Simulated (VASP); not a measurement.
Output of a VASP run:

File OUTCAR:
```
 ion  position               nearest neighbor table
   1  1.000  1.000  0.000-   5 2.36   6 2.36   4 2.36   4 2.36
   2  1.000  0.500  1.000-   5 2.36   5 2.36   7 2.36   4 2.36
   3  0.500  1.000  1.000-   6 2.36   6 2.36   7 2.36   4 2.36
   4  0.125  0.125  0.250-   1 2.36   1 2.36   2 2.36   3 2.36
   5  0.125  0.625  0.250-   2 2.36   2 2.36   1 2.36   8 2.36
   6  0.625  0.125  0.250-   3 2.36   3 2.36   1 2.36   8 2.36
   7  0.625  0.625  0.250-   2 2.36   3 2.36   8 2.36   8 2.36
   8  0.500  0.500  1.000-   7 2.36   7 2.36   5 2.36   6 2.36
  LATTYP: Found a base centered orthorhombic cell.
 ALAT       =     7.7017401148
 B/A-ratio  =     1.4131751143
 C/A-ratio  =     0.4998350623
 Subroutine PRICEL returns:
 Original cell was already a primitive cell.
 Subroutine GETGRP returns: Found  4 space group operations
The static configuration has the point symmetry C_2v.
The dynamic configuration has the point symmetry C_2v.
 Subroutine INISYM returns: Found  4 space group operations
 Subroutine IBZKPT returns following result:
 Found     33 irreducible k-points:

 Following reciprocal coordinates:
            Coordinates               Weight
  0.000000  0.000000  0.000000      1.000000
  0.250000  0.000000  0.000000      4.000000
  0.500000  0.000000  0.000000      2.000000
  0.250000  0.250000  0.000000      2.000000
  0.500000  0.250000  0.000000      4.000000
 -0.250000  0.250000  0.000000      2.000000
  0.500000  0.500000  0.000000      1.000000
 -0.000000 -0.000000  0.125000      4.000000
  0.250000 -0.000000  0.125000      4.000000
  0.500000 -0.000000  0.125000      8.000000
 -0.250000 -0.000000  0.125000      8.000000
  0.500000  0.500000  0.125000      4.000000
 -0.250000  0.500000  0.125000      4.000000
 -0.000000 -0.000000  0.250000      4.000000
  0.250000 -0.000000  0.250000      8.000000
  0.500000 -0.000000  0.250000      4.000000
 -0.250000 -0.000000  0.250000      8.000000
  0.250000  0.250000  0.250000      2.000000
 -0.250000  0.250000  0.250000      4.000000
 -0.250000 -0.250000  0.250000      2.000000
 -0.000000 -0.000000  0.375000      4.000000
  0.250000  0.000000  0.375000      8.000000
  0.500000 -0.000000  0.375000      8.000000
 -0.250000 -0.000000  0.375000      4.000000
  0.250000  0.250000  0.375000      4.000000
  0.500000  0.250000  0.375000      4.000000
 -0.000000 -0.000000  0.500000      1.000000
  0.250000  0.000000  0.500000      4.000000
  0.500000 -0.000000  0.500000      2.000000
  0.250000  0.250000  0.500000      2.000000
  0.500000  0.250000  0.500000      4.000000
 -0.250000  0.250000  0.500000      2.000000
  0.500000  0.500000  0.500000      1.000000
   k-points           NKPTS =     33   k-points in BZ     NKDIM =     33   number of bands    NBANDS=     37
   number of dos      NEDOS =    601   number of ions     NIONS =      8
   total plane-waves  NPLWV =  70000
   dimension x,y,z NGX =    50 NGY =   50 NGZ =   28
   dimension x,y,z NGXF=   100 NGYF=  100 NGZF=   56
   ions per type =               3   4   1
   PREC   = accura    normal or accurate (medium, high low for compatibility)
   ISTART =      0    job   : 0-new  1-cont  2-samecut
   ICHARG =      2    charge: 1-file 2-atom 10-const
   ISPIN  =      1    spin polarized calculation?
   LNONCOLLINEAR =      F non collinear calculations
   LSORBIT =      F    spin-orbit coupling
   INIWAV =      1    electr: 0-lowe 1-rand  2-diag
   ENCUT  =  400.0 eV  29.40 Ry    5.42 a.u.  12.55 12.55  6.28*2*pi/ulx,y,z
   NELM   =    100;   NELMIN=  2; NELMDL= -5     # of ELM steps
   EDIFF  = 0.1E-06   stopping-criterion for ELM
   LREAL  =      F    real-space projection
   NLSPLINE    = F    spline interpolate recip. space projectors
   LMAXMIX     =    4 max onsite mixed and CHGCAR
   VOSKOWN=      0    Vosko Wilk Nusair interpolation
   EDIFFG = 0.1E-05   stopping-criterion for IOM
   NSW    =      0    number of steps for IOM
   NBLOCK =      1;   KBLOCK =      1    inner block; outer block
...
```

OSZICAR:
```
       N       E                     dE             d eps       ncg     rms          rms(c)
DAV:   1     0.454566919751E+03    0.45457E+03   -0.24750E+04  2523   0.193E+03
DAV:   2     0.246332022867E+02   -0.42993E+03   -0.41830E+03  2717   0.480E+02
DAV:   3    -0.385952664470E+02   -0.63228E+02   -0.61022E+02  2868   0.146E+02
DAV:   4    -0.418657050315E+02   -0.32704E+01   -0.32475E+01  3084   0.345E+01
DAV:   5    -0.419732687888E+02   -0.10756E+00   -0.10729E+00  3355   0.592E+00    0.852E+00
DAV:   6    -0.409004306911E+02    0.10728E+01   -0.20997E+00  3515   0.175E+01    0.519E+00
DAV:   7    -0.407409771706E+02    0.15945E+00   -0.10430E+00  2966   0.474E+00    0.193E+00
DAV:   8    -0.407322612328E+02    0.87159E-02   -0.15820E-01  3069   0.441E+00    0.482E-01
DAV:   9    -0.407321068586E+02    0.15437E-03   -0.14194E-02  3538   0.179E+00    0.145E-01
DAV:  10    -0.407322957314E+02   -0.18887E-03   -0.19256E-03  3270   0.541E-01    0.765E-02
DAV:  11    -0.407324244002E+02   -0.12867E-03   -0.28861E-04  3183   0.278E-01    0.240E-02
DAV:  12    -0.407324269401E+02   -0.25399E-05   -0.39914E-05  3017   0.961E-02    0.176E-02
DAV:  13    -0.407324295317E+02   -0.25916E-05   -0.11297E-05  3020   0.369E-02    0.516E-03
DAV:  14    -0.407324293831E+02    0.14867E-06   -0.25923E-06  2898   0.549E-02    0.285E-03
DAV:  15    -0.407324295035E+02   -0.12041E-06   -0.77335E-07  2762   0.725E-03    0.149E-03
DAV:  16    -0.407324295546E+02   -0.51127E-07   -0.10078E-07  1542   0.533E-03
   1 F= -.40732430E+02 E0= -.40732430E+02  d E =0.000000E+00
```

OUTCAR:
```
------------------------ aborting loop because EDIFF is reached ----------------------------------------
  FORCE on cell =-STRESS in cart. coord.  units (eV):
  Direction    XX          YY          ZZ          XY          YZ          ZX
  --------------------------------------------------------------------------------------
  Total       -0.0431470     -0.0431470     -0.0143355      0.0459050     -0.0000000     -0.0000000
  in kB       -0.4284521     -0.4284521     -0.1423523      0.4558391     -0.0000000     -0.0000000
  external PRESSURE =      -0.3330855 kB  Pullay stress =       0.0000000 kB
  volume of cell :      161.35
      direct lattice vectors                 reciprocal lattice vectors
    -0.000898243  5.445054419  5.441953733    -0.091811301  0.091811301  0.091878767
     5.445054419 -0.000898243  5.441953733     0.091811301 -0.091811301  0.091878767
     2.722078088  2.722078088  0.000000000     0.183683195  0.183683195 -0.183757534
 POSITION                                       TOTAL-FORCE (eV/Angst)
 -----------------------------------------------------------------------------------
      5.44416      5.44416     10.88343        -0.000000     -0.000000     -0.010087
      5.44433      8.16606      8.16320         0.001096     -0.001096     -0.007988
      8.16606      5.44433      8.16320        -0.001096      0.001096     -0.007988
      1.36104      1.36104      1.36006         0.000000      0.000000      0.008140
      4.08482      1.35933      4.08000         0.003370     -0.003370      0.002480
      1.35933      4.08482      4.08000        -0.003370      0.003370      0.002480
      4.08312      4.08312      6.80390         0.000000      0.000000      0.020335
      5.44416      5.44416      5.44380        -0.000000     -0.000000     -0.007371
 -----------------------------------------------------------------------------------
    total drift:                               -0.000006     -0.000006      0.000352
  FREE ENERGIE OF THE ION-ELECTRON SYSTEM (eV)
  ---------------------------------------------------
  free  energy   TOTEN  =       -40.7324295546 eV

  energy  without entropy=      -40.7324295546  energy(sigma->0) =      -40.73242955

 total charge

# of ion       s       p       d       tot
------------------------------------------
    1        0.864   0.856  10.013  11.733
    2        0.863   0.855  10.013  11.731
    3        0.863   0.855  10.013  11.731
    4        1.018   1.509   0.000   2.527
    5        1.015   1.530   0.000   2.545
    6        1.015   1.530   0.000   2.545
    7        1.012   1.551   0.000   2.564
    8        0.398   0.393   0.000   0.791
--------------------------------------------------
tot          7.049   9.078  30.040  46.167
```
(Selected blocks of OUTCAR.)

### POSCAR
```
AlGa3P4
1
   -0.0008982429     5.4450544192     5.4419537334
    5.4450544192    -0.0008982429     5.4419537334
    2.7220780881     2.7220780881     0.0000000000
Ga P Al
3 4 1
Direct
  0.9999558479   0.9999558479   0.0000883042
  0.9999109821   0.5001381026   0.9999509153
  0.5001381026   0.9999109821   0.9999509153
  0.1249606356   0.1249606356   0.2500787287
  0.1246348943   0.6250957736   0.2502693322
  0.6250957736   0.1246348943   0.2502693322
  0.6251340638   0.6251340638   0.2497318725
  0.5001697000   0.5001697000   0.9996605998
```

Write an INCAR and KPOINTS that could have produced this output.

Several could match; the one computed here: the input of the run itself, PBEsol GGA, plane waves, VASP's PBE PAW potentials (set 64).

**INCAR**
```
# general
SYSTEM =AlGa3P4
PREC   =Accurate
ENCUT  =400   # plane-wave cut-off (eV)
LREAL  =.FALSE.   # projection in real space or not
LASPH  =.TRUE.   # aspherical one-centre terms

# electronic loop
EDIFF  =1E-7   # SCF stop (eV)
NELM   =100   # most electronic steps
ALGO   =Normal   # blocked Davidson
LMAXMIX=4   # l cut-off of mixed one-centre charges

# smearing
ISMEAR =-5   # tetrahedra, Bloechl

# functional
GGA    =PS   # PBEsol

# ions
ISIF   =2   # forces and stress, cell fixed

# output
LWAVE  =.FALSE.
LCHARG =.TRUE.
LORBIT =11
NEDOS  =601   # DOS grid
```

File KPOINTS:
```
Regular mesh
0
gamma
 4 4 8
0 0 0
```

POTCAR, in this order: Ga_d P Al (PBE.64 set). Program: vasp_std.

The structure was generated: AlGa3P4 was put into an ordered model structure (Amm2), which need not be its known phase. It was relaxed first.
